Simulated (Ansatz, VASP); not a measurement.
# Cross-check of VSe2 between VASP and Ansatz, part 2 of 2

Wanted: the spread between two codes on one cell, functional and k mesh. The cell is taken from a series of runs on this material, whose earlier steps may have relaxed, scaled, displaced or heated it; both programs get it as it stands.

VASP 6.6.1 and Ansatz 0.2.0.

So far. Step 2 (Ansatz: single point, r2SCAN): The run ends at a pressure of 0.23 GPa, with forces up to 0.021 eV/Å.

### Step 3. VASP: single point, r2SCAN

Level of this step: r2SCAN, spin-polarised from a ferromagnetic start; plane waves and PAW (V_sv_GW, Se_GW) (VASP).

The same cell, functional, mesh and smearing now go to VASP, with its own data sets and cutoff.

Lines of VASP's logs that name or quote its potential files are left out, and so is its time.

INCAR

```
SYSTEM = VSe2
PREC = Accurate
ENCUT = 620
EDIFF = 1E-06
NELM = 100
ISMEAR = 0
SIGMA = 0.05
LREAL = .FALSE.
ALGO = Normal
METAGGA = R2SCAN
LASPH = .TRUE.
NBANDS = 21
ISPIN = 2
MAGMOM = 1.24 -0.14 -0.14
LMAXMIX = 4
LORBIT = 11
LWAVE = .FALSE.
LCHARG = .FALSE.
KPAR = 2
ISIF = 2
```

POSCAR

```
VSe2
1.0
    3.4177643800      0.0000000000      0.0000000000
   -1.7088821900      2.9598707800      0.0000000000
    0.0000000000      0.0000000000      6.3109671900
V Se
1 2
Direct
    0.0000000000      0.0000000000      0.0000000000
    0.3333333300      0.6666666700      0.2425331800
    0.6666666700      0.3333333300      0.7574668200
```

KPOINTS

```
Automatic mesh
0
Gamma
8 8 4
0 0 0
```

The projector-augmented-wave data sets are V_sv_GW and Se_GW (PBE family, release 64).

Launch:

```console
$ mpirun -np 2 vasp_std
```

Numbers of over 12 decimals in the logs are rounded to 6 here.

Output:

```text
[banner, memory and clock lines left out]
running    2 mpi-ranks, on    1 nodes
 distrk:  each k-point on    1 cores,    2 groups
 distr:  one band on    1 cores,    1 groups

 POSCAR found type information on POSCAR V Se
 POSCAR found :  2 types and       3 ions
|                                                                             |
|               ----> ADVICE to this user running VASP <----                  |
|                                                                             |
|     You enforced a specific xc type in the INCAR file but a different       |
|     [... a line on the potential file left out ...]
|     I HOPE YOU KNOW WHAT YOU ARE DOING!                                     |
|                                                                             |

 LDA part: xc-table for (None), standard interpolation
 POSCAR, INCAR and KPOINTS ok, starting setup
 FFT: planning ... GRIDC
 FFT: planning ... GRID_SOFT
 FFT: planning ... GRID
 WAVECAR not read
 entering main loop
       N       E                     dE             d eps       ncg     rms          rms(c)
DAV:   1     0.160230785597E+03    0.16023E+03   -0.13622E+04  4368   0.139E+03
DAV:   2    -0.470404732224E+02   -0.20727E+03   -0.19743E+03  4964   0.522E+02
DAV:   3    -0.610342171110E+02   -0.13994E+02   -0.13844E+02  4736   0.118E+02
DAV:   4    -0.612992667950E+02   -0.26505E+00   -0.26430E+00  4336   0.152E+01
DAV:   5    -0.613141822505E+02   -0.14915E-01   -0.14907E-01  4525   0.326E+00    0.178E+01
DAV:   6    -0.539660336717E+02    0.73481E+01   -0.97201E+01  4193   0.153E+02    0.303E+01
DAV:   7    -0.481915508874E+02    0.57745E+01   -0.11941E+02  5489   0.179E+02    0.946E+00
DAV:   8    -0.472580913991E+02    0.93346E+00   -0.31472E+00  4665   0.149E+01    0.528E+00
DAV:   9    -0.474310436638E+02   -0.17295E+00   -0.57745E+00  4761   0.374E+01    0.530E+00
DAV:  10    -0.472325569874E+02    0.19849E+00   -0.24921E+00  5138   0.233E+01    0.102E+00
DAV:  11    -0.472514609510E+02   -0.18904E-01   -0.12137E-01  4819   0.366E+00    0.593E-01
DAV:  12    -0.472568716074E+02   -0.54107E-02   -0.16025E-02  4755   0.114E+00    0.684E-01
DAV:  13    -0.472537393290E+02    0.31323E-02   -0.13205E-02  4809   0.206E+00    0.255E-01
DAV:  14    -0.472537723177E+02   -0.32989E-04   -0.54040E-04  4663   0.381E-01    0.207E-01
DAV:  15    -0.472533009547E+02    0.47136E-03   -0.27313E-03  4760   0.875E-01    0.342E-02
DAV:  16    -0.472533250514E+02   -0.24097E-04   -0.12010E-04  4584   0.121E-01    0.264E-02
DAV:  17    -0.472533429011E+02   -0.17850E-04   -0.12368E-04  4559   0.140E-01    0.218E-02
DAV:  18    -0.472533526303E+02   -0.97292E-05   -0.74996E-05  4809   0.120E-01    0.304E-02
DAV:  19    -0.472533455031E+02    0.71273E-05   -0.99803E-06  4149   0.570E-02    0.199E-02
DAV:  20    -0.472533387798E+02    0.67233E-05   -0.26419E-05  4618   0.895E-02    0.418E-03
DAV:  21    -0.472533388088E+02   -0.29046E-07   -0.35305E-06  2420   0.212E-02
   1 F= -.47253339E+02 E0= -.47252775E+02  d E =-.112685E-02  mag=     1.0625
```

Parts of OUTCAR (step 3):

```text
ion  position               nearest neighbor table
   1  0.000  0.000  0.000-   2 2.50   3 2.50   3 2.50   2 2.50   3 2.50   2 2.50
   2  0.333  0.667  0.243-   1 2.50   1 2.50   1 2.50
   3  0.667  0.333  0.757-   1 2.50   1 2.50   1 2.50

  LATTYP: Found a hexagonal cell.
 ALAT       =     3.4177643800
 C/A-ratio  =     1.8465190950

 Subroutine GETGRP returns: Found 12 space group operations
 (whereof 12 operations were pure point group operations)

The static configuration has the point symmetry D_3d.

 Found     35 irreducible k-points:

   k-points           NKPTS =     35   k-points in BZ     NKDIM =     35   number of bands    NBANDS=     21

   dimension x,y,z NGX =    28 NGY =   28 NGZ =   54
   dimension x,y,z NGXF=    56 NGYF=   56 NGZF=  108

   ENCUT  =  620.0 eV  45.57 Ry    6.75 a.u.   6.94  6.94 12.81*2*pi/ulx,y,z

   NELECT =      25.0000    total number of electrons

 k-points in reciprocal lattice and weights: Automatic mesh
   0.00000000  0.00000000  0.00000000       0.004
   0.12500000  0.00000000  0.00000000       0.023
   0.25000000  0.00000000  0.00000000       0.023
   0.37500000  0.00000000  0.00000000       0.023
   0.50000000  0.00000000  0.00000000       0.012
   0.12500000  0.12500000  0.00000000       0.023
   0.25000000  0.12500000  0.00000000       0.047
   0.37500000  0.12500000  0.00000000       0.047
   0.25000000  0.25000000  0.00000000       0.023
[...]
0.25000000  0.25000000  0.50000000       0.023
   0.37500000  0.25000000  0.50000000       0.023

 average (electrostatic) potential at core
       1-102.5327       2 -57.9555       3 -57.9555

 E-fermi :   4.5429

 spin component 1
 k-point     1 :       0.0000    0.0000    0.0000
  band No.  band energies     occupation
    ...
      9       1.8323      1.00000
     10       3.6258      1.00000
     11       3.6258      1.00000
     12       3.9631      1.00000
     13       4.0726      1.00000
     14       5.3149      0.00000
     15       5.3149      0.00000
     16       7.7760      0.00000
     17       7.7760      0.00000
     18      11.0318      0.00000
    ...

 k-point     2 :       0.1250    0.0000    0.0000
  band No.  band energies     occupation
    ...
      9       1.8957      1.00000
     10       3.0152      1.00000
     11       3.3644      1.00000
     12       3.8291      1.00000
     13       4.1805      1.00000
     14       4.9256      0.00000
     15       5.3497      0.00000
     16       7.1499      0.00000
     17       7.6455      0.00000
     18      11.7546      0.00000
    ...

 k-point     3 :       0.2500    0.0000    0.0000
  band No.  band energies     occupation
    ...
      9       1.2930      1.00000
     10       1.9490      1.00000
     11       3.0482      1.00000
     12       3.4354      1.00000
     13       3.7276      1.00000
     14       4.8875      0.00000
     15       5.1363      0.00000
     16       7.0609      0.00000
     17       7.5617      0.00000
     18      12.0588      0.00000
    ...

 k-point     4 :       0.3750    0.0000    0.0000
  band No.  band energies     occupation
    ...
      9       0.5996      1.00000
     10       1.7978      1.00000
     11       2.3603      1.00000
     12       3.1290      1.00000
     13       3.5653      1.00000
     14       4.7299      0.00000
     15       5.0036      0.00000
     16       7.3086      0.00000
     17       7.6119      0.00000
     18      11.3205      0.00000
    ...

 k-point     5 :       0.5000    0.0000    0.0000
  band No.  band energies     occupation
    ...
     10       1.6961      1.00000
     11       1.7156      1.00000
     12       3.2629      1.00000
     13       3.5163      1.00000
     14       4.5184      0.75533
     15       5.0111      0.00000
     16       7.2458      0.00000
     17       7.6428      0.00000
     18      11.2258      0.00000
     19      11.2545      0.00000
    ...

 k-point     6 :       0.1250    0.1250    0.0000
  band No.  band energies     occupation
    ...
      9       1.7308      1.00000
     10       2.1669      1.00000
     11       2.6574      1.00000
     12       3.8063      1.00000
     13       3.8697      1.00000
     14       4.8834      0.00000
     15       5.2361      0.00000
     16       7.0434      0.00000
     17       7.3113      0.00000
     18      12.5086      0.00000
    ...

  Total       -0.0774389     -0.0774389     -0.1178372      0.0000000      0.0000000      0.0000000
  in kB       -1.9433862     -1.9433862     -2.9572106      0.0000000      0.0000000      0.0000000
  external PRESSURE =      -2.2813276 kB  Pullay stress =       0.0000000 kB

  energy-cutoff  :      620.00
  volume of cell :       63.84
      direct lattice vectors                 reciprocal lattice vectors
     3.417764380  0.000000000  0.000000000     0.292588923  0.168926293  0.000000000
    -1.708882190  2.959870780  0.000000000     0.000000000  0.337852587  0.000000000
     0.000000000  0.000000000  6.310967190     0.000000000  0.000000000  0.158454318

 POSITION                                       TOTAL-FORCE (eV/Angst)
 -----------------------------------------------------------------------------------
      0.00000      0.00000      0.00000         0.000000      0.000000      0.000000
     -0.00000      1.97325      1.53062        -0.000000      0.000000     -0.021813
      1.70888      0.98662      4.78035         0.000000      0.000000      0.021813
 -----------------------------------------------------------------------------------
    total drift:                                0.000000      0.000000      0.000000

  FREE ENERGIE OF THE ION-ELECTRON SYSTEM (eV)
  ---------------------------------------------------
  free  energy   TOTEN  =       -47.2533388088 eV

  energy  without entropy=      -47.2522119555  energy(sigma->0) =      -47.25277538

 total charge
# of ion       s       p       d       f       tot
--------------------------------------------------
    1        2.069   6.009   2.502   0.008  10.587
    2        1.456   2.342   0.044   0.000   3.842
    3        1.456   2.342   0.044   0.000   3.842
--------------------------------------------------
tot          4.981  10.694   2.589   0.008  18.272

 magnetization (x)
# of ion       s       p       d       f       tot
--------------------------------------------------
    1        0.009   0.006   1.181  -0.001   1.195
    2       -0.001  -0.153   0.007   0.000  -0.147
    3       -0.001  -0.153   0.007   0.000  -0.147
--------------------------------------------------
tot          0.008  -0.301   1.195  -0.001   0.901

[... 6 further parts left out ...]
```

The run ends at a pressure of -0.23 GPa, with forces up to 0.022 eV/Å.

### Step 4. Comparison

Known differences besides the potentials themselves: VASP starts from the moments at which Ansatz ended; VASP keeps PBE cores, Ansatz makes them for the functional; the data sets hold 45 valence electrons in Ansatz (default PAW (the set named soft_2) files) and 25 in VASP; the cutoff is 500 eV in Ansatz and 620 eV in VASP; site moments are counted in spheres of each program's own size. Total energies have different zeros and are not compared.

Compared:

```tsv
quantity	Ansatz	VASP	difference
pressure (GPa)	0.23	-0.23	+0.46
total moment (μB)	1.06	1.06	0.00
moment on V1 (μB)	1.24	1.20	+0.05
moment on Se2 (μB)	-0.14	-0.15	+0.01
moment on Se3 (μB)	-0.14	-0.15	+0.01
```

### Step 5. Summary of results

| Quantity | Value |
| --- | --- |
| difference in total moment (single point, r2SCAN) | 0 μB |

What this shows: The difference in total moment is 0 μB (single point, r2SCAN). Such differences can come from data sets, numerical settings and the points named under the comparisons, not from the functional's error against experiment.

[Lines on the potential files, build, host, timing and source positions are cut from VASP's logs without a mark.]

[Logs are printed without paths, hosts, clocks, repeated set-up lines and the standing remarks that a program may print on its own settings, such as how far it seeks lower states.]

[Hosts, paths, dates, database ids (printed as entryN), source tags and the programs' standing remarks are cut or masked in the printed files.]
